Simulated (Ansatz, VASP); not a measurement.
**Two plane-wave programs on ScF3**

```
Sc F
1.0
     3.69145    0.00000    0.00000
     0.00000    3.69145    0.00000
     0.00000    0.00000    3.69145
Sc F
1 3
Cartesian
  0.0000 0.0000 0.0000
  1.8457 0.0000 0.0000
  0.0000 1.8457 0.0000
  0.0000 0.0000 1.8457
```

Change from the starting cell: strain -0.080 along x and y, -0.080 along z, atoms carried along.

Alike in both runs: task single point; functional LDA; k mesh 6 × 6 × 6; occupations gaussian, width 0.05 eV; no spin polarisation.

```csv
,VASP,Ansatz
version,VASP 6.6.1,Ansatz 0.2.0
potentials or method,"VASP PAW LDA potentials, release 64 (Sc_sv, F)","scalar-relativistic, plane waves, PAW"
plane-wave cutoff (eV),520,420
valence electrons in the cell,32,32
```

|  | VASP | Ansatz | Ansatz less VASP |
| --- | --- | --- | --- |
| gap on the k mesh at the Fermi level (eV) | 7.37 | 7.40 | +0.035 |
| least direct gap on the mesh (eV) | 7.72 | 7.79 | +0.060 |
| pressure (GPa) | 40.3 | 38.2 | -2.13 |

Caveats: so large a pressure means that the cell lies far from this level's equilibrium, or that cutoff or potentials fall short (VASP). A k mesh can miss the band edges.
